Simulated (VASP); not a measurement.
An input for Quantum ESPRESSO's pw.x (written as the equivalent of a VASP run, and not itself run):

```
&CONTROL
  calculation = 'vc-relax'
  pseudo_dir = './pseudo'
  outdir = './out'
  tprnfor = .true.
  tstress = .true.
  nstep = 40
  forc_conv_thr = 0.00078
/
&SYSTEM
  ibrav = 0
  nat = 2
  ntyp = 2
  ecutwfc = 82.3
  occupations = 'smearing'
  smearing = 'methfessel-paxton'
  degauss = 0.00735
  input_dft = 'pbe'
/
&ELECTRONS
  conv_thr = 7.3e-08
  electron_maxstep = 100
/
&IONS
/
&CELL
  press = 300
/
ATOMIC_SPECIES
  Sn 118.710 Sn.upf
  Te 127.600 Te.upf
CELL_PARAMETERS angstrom
     0.0000000    2.9268329    2.9268329
     2.9268329    0.0000000    2.9268329
     2.9268329    2.9268329    0.0000000
ATOMIC_POSITIONS crystal
  Sn   0.0000000  0.0000000  0.0000000
  Te   0.5000000  0.5000000  0.5000000
K_POINTS automatic
  11 11 11 0 0 0
```

**Question.** Write the VASP files for the same calculation (PBE).

**Answer.** Several could match; the one computed here: 
### POSCAR
```
SnTe
1
    0.0000000000     2.9268328647     2.9268328647
    2.9268328647     0.0000000000     2.9268328647
    2.9268328647     2.9268328647     0.0000000000
Sn Te
1 1
Direct
  0.0000000000   0.0000000000   0.0000000000
  0.5000000000   0.5000000000   0.5000000000
```

File KPOINTS:
```
Automatic
0
G
 11 11 11
0 0 0
```

### INCAR
```
# general
SYSTEM  = SnTe
PREC    = Accurate
ENCUT   = 500
LREAL   = .FALSE.
LASPH   = .TRUE.

# electronic loop
EDIFF   = 1E-6
NELM    = 100
ALGO    = Normal
LMAXMIX = 4

# smearing
ISMEAR  = 1
SIGMA   = 0.1

# functional
GGA     = PE

# ions
IBRION  = 2
NSW     = 40
ISIF    = 3
EDIFFG  = -0.02
PSTRESS = 300

# output
LWAVE   = .FALSE.
LCHARG  = .FALSE.
```

POTCAR, in this order: Sn_d Te (PBE.64 set). Program: vasp_std.

The two are equivalent in intent, not identical: the potentials are each code's own (VASP's PAW set, PseudoDojo norm-conserving files in pw.x), so ENCUT and ecutwfc are chosen apart and not converted; conv_thr bounds pw.x's estimated SCF error, while EDIFF bounds the energy change between steps; forc_conv_thr acts on force components and is met together with etot_conv_thr.

The compound is SnTe in the rock salt structure, which distorts at low temperature. This run relaxes it under an external pressure of 30 GPa. Symmetry was kept, so distortions that lower it aren't found.
